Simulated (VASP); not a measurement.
The system is Li2Nb.

```
Li Nb
1.0
     4.18052    0.00000    0.00000
    -2.09026    3.62044    0.00000
     0.00000    0.00000    2.67285
Li Nb
2 1
Direct
  0.33333 0.66667 0.50000
  0.66667 0.33333 0.50000
  0.00000 0.00000 0.50000
```

The cell was built by a generator and needn't be a form met in nature.

```yaml
Program: VASP 6.6.1
Task: relaxation of cell and atoms
Functional: PBE
Potentials_or_basis: VASP PAW PBE potentials, release 64 (Li_sv, Nb_sv)
Cutoff: 600 eV
k_mesh: 7 × 7 × 10
Occupations: methfessel-paxton, width 0.2 eV
Spin: no spin polarisation
```

At the start: pressure 17.3 GPa; volume 13.48 Å³/atom.

**Question.** Where does the relaxation end?

**Answer.** Over 12 steps the energy falls by 586.1 meV/atom and the volume is 17.65 Å³/atom (+30.9 %); space group P6/mmm (No. 191, to 0.05 Å).

The path:
```
step  energy change (eV)  largest force (eV/Å)  pressure (GPa)  volume (Å³)
   1              0.0000                0.0000           17.34        40.45
   2             -1.5797                0.0000            0.16        49.01
   3             -1.6419                0.0000            3.01        49.42
   4             -1.6928                0.0000            2.44        50.22
   5             -1.7471                0.0000            1.07        51.83
   6             -1.7568                0.0000            0.64        52.38
   7             -1.7564                0.0000            0.26        52.69
   8             -1.7581                0.0000            0.08        52.93
   9             -1.7583                0.0000            0.04        52.91
  10             -1.7583                0.0000            0.09        52.87
  11             -1.7583                0.0000            0.10        52.86
  12             -1.7583                0.0000            0.04        52.96
```

Final structure:
```
CELL_PARAMETERS angstrom
5.00359 0.00000 0.00000
-2.50179 4.33323 0.00000
0.00000 0.00000 2.44245
ATOMIC_POSITIONS crystal
Li 0.33333 0.66667 0.50000
Li 0.66667 0.33333 0.50000
Nb 0.00000 0.00000 0.50000
```

Caveat: the cutoff is under 1.25 times the usual one of these potentials, so pressure, stress and relaxed cells hold a basis-set (Pulay) error; the volume moved by over 15 % at a fixed basis, so the end points are rough.
